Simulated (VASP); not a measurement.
Output of a VASP run:

### OSZICAR
```
       N       E                     dE             d eps       ncg     rms          rms(c)
DAV:   1     0.431664996268E+02    0.43166E+02   -0.44406E+03  2368   0.100E+03
DAV:   2    -0.872767253893E+01   -0.51894E+02   -0.49442E+02  2328   0.209E+02
DAV:   3    -0.933304288639E+01   -0.60537E+00   -0.60466E+00  3360   0.302E+01
DAV:   4    -0.933694005413E+01   -0.38972E-02   -0.38966E-02  2960   0.175E+00
DAV:   5    -0.933695736114E+01   -0.17307E-04   -0.17306E-04  3424   0.755E-02    0.163E+01
DAV:   6    -0.889498283808E+01    0.44197E+00   -0.86788E-01  2760   0.132E+01    0.693E+00
DAV:   7    -0.880485746289E+01    0.90125E-01   -0.30577E-01  2992   0.730E+00    0.156E+00
DAV:   8    -0.879903696772E+01    0.58205E-02   -0.24930E-03  2552   0.808E-01    0.444E-01
DAV:   9    -0.879837864280E+01    0.65832E-03   -0.70953E-04  3160   0.442E-01    0.136E-02
DAV:  10    -0.879838552612E+01   -0.68833E-05   -0.44341E-06  3128   0.218E-02    0.369E-03
DAV:  11    -0.879838556031E+01   -0.34190E-07   -0.99874E-08  1824   0.397E-03
   1 F= -.62115113E+01 E0= -.62114038E+01  d E =-.621151E+01
       N       E                     dE             d eps       ncg     rms          rms(c)
DAV:   1    -0.893478739810E+01   -0.13640E+00   -0.29861E+01  2528   0.918E+01    0.144E+01
DAV:   2    -0.832886008308E+01    0.60593E+00   -0.11820E+00  2616   0.163E+01    0.338E+00
DAV:   3    -0.823034888910E+01    0.98511E-01   -0.33884E-01  2824   0.803E+00    0.787E-01
DAV:   4    -0.823020403107E+01    0.14486E-03   -0.50708E-03  3304   0.570E-01    0.404E-01
DAV:   5    -0.823085130011E+01   -0.64727E-03   -0.18413E-03  3120   0.326E-01    0.209E-02
DAV:   6    -0.823090082674E+01   -0.49527E-04   -0.35994E-05  3088   0.494E-02    0.588E-03
DAV:   7    -0.823090160608E+01   -0.77934E-06   -0.93878E-07  2464   0.762E-03
   2 F= -.59562504E+01 E0= -.59561564E+01  d E =0.255261E+00
       N       E                     dE             d eps       ncg     rms          rms(c)
DAV:   1    -0.925573988197E+01   -0.10248E+01   -0.20803E+01  2552   0.770E+01    0.734E+00
DAV:   2    -0.881191604404E+01    0.44382E+00   -0.10889E+00  2552   0.146E+01    0.406E+00
DAV:   3    -0.875586693383E+01    0.56049E-01   -0.23661E-01  2896   0.624E+00    0.126E+00
DAV:   4    -0.875555726243E+01    0.30967E-03   -0.30837E-03  3120   0.598E-01    0.427E-01
DAV:   5    -0.875573427806E+01   -0.17702E-03   -0.47486E-04  3248   0.199E-01    0.720E-02
DAV:   6    -0.875577303880E+01   -0.38761E-04   -0.19966E-05  3168   0.334E-02    0.570E-03
DAV:   7    -0.875577312074E+01   -0.81938E-07   -0.30334E-07  1680   0.584E-03
   3 F= -.62209115E+01 E0= -.62208027E+01  d E =-.940023E-02
       N       E                     dE             d eps       ncg     rms          rms(c)
DAV:   1    -0.875350420307E+01    0.22688E-02   -0.15707E-03  2480   0.664E-01    0.707E-02
DAV:   2    -0.875347082708E+01    0.33376E-04   -0.80976E-05  2600   0.127E-01    0.251E-02
DAV:   3    -0.875346711192E+01    0.37152E-05   -0.19311E-05  2792   0.572E-02    0.630E-03
DAV:   4    -0.875346751174E+01   -0.39982E-06   -0.41022E-07  1216   0.695E-03
   4 F= -.62209367E+01 E0= -.62208278E+01  d E =-.942540E-02
```

OUTCAR:
```
------------------------ aborting loop because EDIFF is reached ----------------------------------------
  FORCE on cell =-STRESS in cart. coord.  units (eV):
  Direction    XX          YY          ZZ          XY          YZ          ZX
  --------------------------------------------------------------------------------------
  Total        2.5254797      2.5254797      2.5254797      0.0000000     -0.0000000      0.0000000
  in kB      299.1647314    299.1647314    299.1647314      0.0000000     -0.0000000      0.0000000
  external PRESSURE =      -0.8352686 kB  Pullay stress =     300.0000000 kB
  volume of cell :       13.53
      direct lattice vectors                 reciprocal lattice vectors
     0.000000000  1.891057312  1.891057312    -0.264402351  0.264402351  0.264402351
     1.891057312  0.000000000  1.891057312     0.264402351 -0.264402351  0.264402351
     1.891057312  1.891057312  0.000000000     0.264402351  0.264402351 -0.264402351
 POSITION                                       TOTAL-FORCE (eV/Angst)
 -----------------------------------------------------------------------------------
      1.89106      1.89106      0.00000        -0.000000     -0.000000     -0.000000
 -----------------------------------------------------------------------------------
    total drift:                               -0.000000     -0.000000      0.000000
  FREE ENERGIE OF THE ION-ELECTRON SYSTEM (eV)
  ---------------------------------------------------
  free  energy   TOTEN  =        -8.7534675117 eV

  energy  without entropy=       -8.7531408308  energy(sigma->0) =       -8.75335862
  enthalpy is  TOTEN    =        -6.2209366785 eV   P V=        2.5325308332

 reached required accuracy - stopping structural energy minimisation
```
(Selected blocks of OUTCAR.)

POSCAR:
```
Ir
1
    0.0000000000     1.9044879027     1.9044879027
    1.9044879027     0.0000000000     1.9044879027
    1.9044879027     1.9044879027     0.0000000000
Ir
1
Direct
  0.0000000000   0.0000000000   0.0000000000
```

### Question
Write an INCAR and KPOINTS that could have produced this output.

### Answer
Several could match; the one computed here: the input of the run itself, PBE GGA, plane waves, VASP's PBE PAW potentials (set 64).

**INCAR**
```
SYSTEM = Ir
PREC = Accurate
ENCUT = 500
EDIFF = 1E-6
NELM = 100
ALGO = Normal
LREAL = .FALSE.
LASPH = .TRUE.
ISMEAR = 1
SIGMA = 0.1
GGA = PE
LMAXMIX = 6
LWAVE = .FALSE.
LCHARG = .FALSE.
IBRION = 2
ISIF = 3
NSW = 40
EDIFFG = -0.02
PSTRESS = 300
```

KPOINTS:
```
Automatic mesh
0
Gamma
16 16 16
0 0 0
```

POTCAR, in this order: Ir (PBE.64 set). Program: vasp_std.

Energy and stress use the plane-wave basis of the starting cell.

The compound is Ir in the fcc structure. This run relaxes it under an external pressure of 30 GPa. Symmetry was kept, so distortions that lower it aren't found.
